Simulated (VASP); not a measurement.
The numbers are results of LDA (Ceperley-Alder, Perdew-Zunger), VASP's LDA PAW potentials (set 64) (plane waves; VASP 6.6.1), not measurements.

Input for VASP

**POSCAR**
```
NiSb
1
    3.6750530000     0.0000000000     0.0000000000
   -1.8375260000     3.1826890000     0.0000000000
    0.0000000000     0.0000000000    18.6315900000
Ni Sb
4 4
Direct
  0.3333330000   0.6666670000   0.2146890000
  0.6666670000   0.3333330000   0.5407580000
  0.6666670000   0.3333330000   0.7037940000
  0.3333330000   0.6666670000   0.3777240000
  0.0000000000   0.0000000000   0.7853110000
  0.0000000000   0.0000000000   0.4592420000
  0.3333330000   0.6666670000   0.6222760000
  0.6666670000   0.3333330000   0.2962060000
```

### INCAR
```
ALGO = Normal
DIPOL = 0.5 0.5 0.5
EDIFF = 1E-6
ENCUT = 300
IDIPOL = 3
ISIF = 2
ISMEAR = 1
ISPIN = 2
LASPH = .True.
LCHARG = .False.
LDIPOL = .True.
LMAXMIX = 4
LORBIT = 11
LREAL = .False.
LWAVE = .False.
MAGMOM = 4*2.0 4*0.0
NELM = 100
PREC = Accurate
SIGMA = 0.136
SYSTEM = NiSb
```

**KPOINTS**
```
Automatic
0
G
  5 5 1
0 0 0
```

POTCAR, in this order: Ni Sb (LDA.64 set). Program: vasp_std.

Output

**OUTCAR**
```
 ion  position               nearest neighbor table
   1  0.333  0.667  0.215-   8 2.61   8 2.61   8 2.61   4 3.04
   2  0.667  0.333  0.541-   6 2.61   6 2.61   6 2.61   7 2.61   7 2.61   7 2.61   3 3.04
   3  0.667  0.333  0.704-   5 2.61   5 2.61   5 2.61   7 2.61   7 2.61   7 2.61   2 3.04
   4  0.333  0.667  0.378-   6 2.61   8 2.61   8 2.61   6 2.61   6 2.61   8 2.61   1 3.04
   5  0.000  0.000  0.785-   3 2.61   3 2.61   3 2.61   7 3.71   7 3.71   7 3.71
   6  0.000  0.000  0.459-   2 2.61   2 2.61   2 2.61   4 2.61   4 2.61   4 2.61   7 3.71   7 3.71
                             7 3.71   8 3.71   8 3.71   8 3.71
   7  0.333  0.667  0.622-   2 2.61   3 2.61   2 2.61   3 2.61   2 2.61   3 2.61   6 3.71   6 3.71
                             6 3.71   5 3.71   5 3.71   5 3.71
   8  0.667  0.333  0.296-   1 2.61   1 2.61   1 2.61   4 2.61   4 2.61   4 2.61   6 3.71   6 3.71
                             6 3.71
  LATTYP: Found a hexagonal cell.
 ALAT       =     3.6750530000
 C/A-ratio  =     5.0697472934
 Subroutine PRICEL returns:
 Original cell was already a primitive cell.
 Subroutine GETGRP returns: Found  6 space group operations
The static configuration has the point symmetry C_3v.
The dynamic configuration has the point symmetry C_3v.
The overall configuration has the point symmetry C_3v.
 Subroutine INISYM returns: Found  6 space group operations
 Subroutine IBZKPT returns following result:
 Found      5 irreducible k-points:

 Following reciprocal coordinates:
            Coordinates               Weight
  0.000000  0.000000  0.000000      1.000000
  0.200000 -0.000000  0.000000      6.000000
  0.400000 -0.000000  0.000000      6.000000
  0.200000  0.200000  0.000000      6.000000
  0.400000  0.200000  0.000000      6.000000
   k-points           NKPTS =      5   k-points in BZ     NKDIM =      5   number of bands    NBANDS=     40
   number of dos      NEDOS =    301   number of ions     NIONS =      8
   total plane-waves  NPLWV =  62208
   dimension x,y,z NGX =    24 NGY =   24 NGZ =  108
   dimension x,y,z NGXF=    48 NGYF=   48 NGZF=  216
   ions per type =               4   4
   PREC   = accura    normal or accurate (medium, high low for compatibility)
   ISTART =      0    job   : 0-new  1-cont  2-samecut
...
```

**OSZICAR**
```
       N       E                     dE             d eps       ncg     rms          rms(c)
DAV:   1     0.305970398947E+03    0.30597E+03   -0.17403E+04   800   0.932E+02
DAV:   2    -0.219155123991E+02   -0.32789E+03   -0.31548E+03   848   0.265E+02
DAV:   3    -0.451711144315E+02   -0.23256E+02   -0.22377E+02   960   0.851E+01
DAV:   4    -0.458173198453E+02   -0.64621E+00   -0.64467E+00   912   0.141E+01
DAV:   5    -0.458401909569E+02   -0.22871E-01   -0.22868E-01  1072   0.252E+00    0.243E+01
DAV:   6    -0.787829265243E+02   -0.32943E+02   -0.22408E+02  1112   0.195E+02    0.398E+01
DAV:   7    -0.621662349535E+02    0.16617E+02   -0.16587E+02  1248   0.123E+02    0.406E+01
DAV:   8    -0.468357291214E+02    0.15331E+02   -0.10293E+02  1128   0.764E+01    0.195E+01
DAV:   9    -0.458196280425E+02    0.10161E+01   -0.26208E+01  1088   0.692E+01    0.181E+01
DAV:  10    -0.444043399107E+02    0.14153E+01   -0.28106E+01   976   0.692E+01    0.109E+01
DAV:  11    -0.456120633809E+02   -0.12077E+01   -0.17868E+01  1032   0.464E+01    0.233E+01
DAV:  12    -0.440869991702E+02    0.15251E+01   -0.18318E+01  1032   0.406E+01    0.796E+00
DAV:  13    -0.438605482286E+02    0.22645E+00   -0.35365E+00  1176   0.196E+01    0.626E+00
DAV:  14    -0.437945902936E+02    0.65958E-01   -0.66273E-01  1168   0.963E+00    0.518E+00
DAV:  15    -0.439388041089E+02   -0.14421E+00   -0.33445E-01   952   0.826E+00    0.483E+00
DAV:  16    -0.439156954375E+02    0.23109E-01   -0.53914E-01  1184   0.108E+01    0.231E+00
DAV:  17    -0.440164884848E+02   -0.10079E+00   -0.19350E-01  1024   0.430E+00    0.188E+00
DAV:  18    -0.440297738662E+02   -0.13285E-01   -0.30072E-02  1096   0.172E+00    0.152E+00
DAV:  19    -0.440571852568E+02   -0.27411E-01   -0.35471E-02  1136   0.316E+00    0.102E+00
DAV:  20    -0.440687048708E+02   -0.11520E-01   -0.18112E-02   960   0.147E+00    0.992E-01
DAV:  21    -0.440692772791E+02   -0.57241E-03   -0.58862E-03  1080   0.139E+00    0.907E-01
DAV:  22    -0.440687194637E+02    0.55782E-03   -0.20464E-03  1032   0.551E-01    0.784E-01
DAV:  23    -0.440678556536E+02    0.86381E-03   -0.10866E-03  1160   0.325E-01    0.608E-01
DAV:  24    -0.440685118015E+02   -0.65615E-03   -0.49518E-04  1040   0.275E-01    0.551E-01
DAV:  25    -0.440675901304E+02    0.92167E-03   -0.34390E-03  1128   0.621E-01    0.225E-01
DAV:  26    -0.440677996232E+02   -0.20949E-03   -0.54830E-04  1040   0.162E-01    0.134E-01
DAV:  27    -0.440678678987E+02   -0.68276E-04   -0.13920E-04  1104   0.116E-01    0.749E-02
DAV:  28    -0.440678684663E+02   -0.56754E-06   -0.36176E-05   968   0.676E-02    0.696E-02
DAV:  29    -0.440678773666E+02   -0.89003E-05   -0.24704E-05   944   0.586E-02    0.425E-02
DAV:  30    -0.440678947834E+02   -0.17417E-04   -0.91914E-06   840   0.303E-02    0.359E-02
DAV:  31    -0.440679096582E+02   -0.14875E-04   -0.12340E-05   904   0.381E-02    0.224E-02
DAV:  32    -0.440679151492E+02   -0.54910E-05   -0.48888E-06   752   0.170E-02    0.183E-02
DAV:  33    -0.440679155715E+02   -0.42231E-06   -0.15538E-06   624   0.154E-02
   1 F= -.44067916E+02 E0= -.44060265E+02  d E =-.229524E-01  mag=    -0.0011
```

**OUTCAR**
```
------------------------ aborting loop because EDIFF is reached ----------------------------------------
  FORCE on cell =-STRESS in cart. coord.  units (eV):
  Direction    XX          YY          ZZ          XY          YZ          ZX
  --------------------------------------------------------------------------------------
  Total       -7.1243828     -7.1243817    -10.7535560     -0.0000011      0.0000000     -0.0000000
  in kB      -52.3781437    -52.3781352    -79.0596621     -0.0000082      0.0000000     -0.0000000
  external PRESSURE =     -61.2719803 kB  Pullay stress =       0.0000000 kB
  volume of cell :      217.93
      direct lattice vectors                 reciprocal lattice vectors
     3.675053000  0.000000000  0.000000000     0.272104919  0.157099818  0.000000000
    -1.837526000  3.182689000  0.000000000     0.000000000  0.314199722  0.000000000
     0.000000000  0.000000000 18.631590000     0.000000000  0.000000000  0.053672285
 POSITION                                       TOTAL-FORCE (eV/Angst)
 -----------------------------------------------------------------------------------
     -0.00000      2.12179      4.00000        -0.000000      0.000000      1.848289
      1.83753      1.06090     10.07518        -0.000000      0.000000      0.726181
      1.83753      1.06090     13.11280         0.000000      0.000000     -0.216669
     -0.00000      2.12179      7.03760        -0.000000      0.000000     -0.365645
      0.00000      0.00000     14.63159        -0.000000      0.000000     -1.085940
      0.00000      0.00000      8.55641        -0.000000      0.000000      0.133681
     -0.00000      2.12179     11.59399         0.000000      0.000000      0.094665
      1.83753      1.06090      5.51879         0.000000     -0.000000     -1.134562
 -----------------------------------------------------------------------------------
    total drift:                               -0.000001     -0.000007      0.002766
  FREE ENERGIE OF THE ION-ELECTRON SYSTEM (eV)
  ---------------------------------------------------
  free  energy   TOTEN  =       -44.0679155715 eV

  energy  without entropy=      -44.0449631813  energy(sigma->0) =      -44.06026477

 total charge

# of ion       s       p       d       tot
------------------------------------------
    1        0.355   0.202   8.473   9.030
    2        0.447   0.402   8.471   9.320
    3        0.462   0.426   8.434   9.322
    4        0.455   0.390   8.478   9.324
    5        1.215   1.129   0.036   2.380
    6        1.148   1.238   0.068   2.453
    7        1.162   1.219   0.070   2.451
    8        1.154   1.211   0.072   2.437
--------------------------------------------------
tot          6.399   6.218  34.101  46.718

 magnetization (x)

# of ion       s       p       d       tot
------------------------------------------
    1       -0.000  -0.000  -0.000  -0.000
    2        0.000   0.000   0.000   0.000
    3        0.000   0.000  -0.000  -0.000
    4        0.000  -0.000   0.000   0.000
    5        0.000  -0.000   0.000   0.000
    6        0.000  -0.000   0.000   0.000
    7        0.000   0.000   0.000   0.000
    8        0.000   0.000   0.000   0.000
--------------------------------------------------
tot          0.000  -0.000  -0.000  -0.000
```
(Selected blocks of OUTCAR.)

At this cut-off the stress carries a Pulay error, which pulls relaxed volumes low. The cell holds a wide vacuum, so values per volume refer to the whole cell.

The cell is a sheet with vacuum, built from a generated structure.
